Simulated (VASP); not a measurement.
## SrP10: single point with PBE

The system is SrP10.

```
Sr P
1.0
     0.00000    5.03893    5.03893
     5.03893    0.00000    5.03893
     5.03893    5.03893    0.00000
Sr P
1 10
Direct
  0.50000 0.50000 0.50000
  0.25000 0.25000 0.25000
  0.88404 0.88404 0.88404
  0.88404 0.88404 0.34789
  0.88404 0.34789 0.88404
  0.34789 0.88404 0.88404
  0.65211 0.11596 0.11596
  0.11596 0.11596 0.65211
  0.11596 0.65211 0.11596
  0.11596 0.11596 0.11596
  0.75000 0.75000 0.75000
```

The cell was built by a generator and needn't be a form met in nature.

```json
{
  "Program": "VASP 6.6.1",
  "Task": "single point",
  "Functional": "PBE",
  "Potentials or basis": "VASP PAW PBE potentials, release 64 (Sr_sv, P)",
  "Cutoff": "520 eV",
  "k mesh": "8 × 8 × 8",
  "Occupations": "gaussian, width 0.1 eV",
  "Spin": "no spin polarisation"
}
```

- Pressure: -0.1 GPa
- Largest force: 0.017 eV/Å
- Band gap on the k mesh: none (metal or under the smearing width)

Forces in eV/Å, atoms in the order of the input:
```
Sr   0.000  0.000  0.000
P    0.000  0.000  0.000
P    0.010  0.010  0.010
P   -0.010 -0.010  0.010
P   -0.010  0.010 -0.010
P    0.010 -0.010 -0.010
P   -0.010  0.010  0.010
P    0.010  0.010 -0.010
P    0.010 -0.010  0.010
P   -0.010 -0.010 -0.010
P    0.000  0.000  0.000
```

Levels at points of the mesh, in eV from the Fermi level:
```csv
k point,band 27,band 28,band 29,band 30,band 31,band 32,band 33,band 34
"(0.00, 0.00, 0.00)",-1.08,-1.08,-1.08,-0.86,-0.86,-0.86,1.23,1.91
"(0.50, 0.00, 0.00)",-1.41,-0.39,-0.39,-0.14,-0.14,0.94,0.94,1.08
"(0.50, 0.50, 0.00)",-0.98,-0.79,-0.48,-0.29,-0.28,0.13,0.13,0.79
```

It took 5.3 min on 1 thread of Intel(R) Xeon(R) Platinum 8559C (Emerald Rapids), with other jobs on the host, peak memory 0.53 GiB.
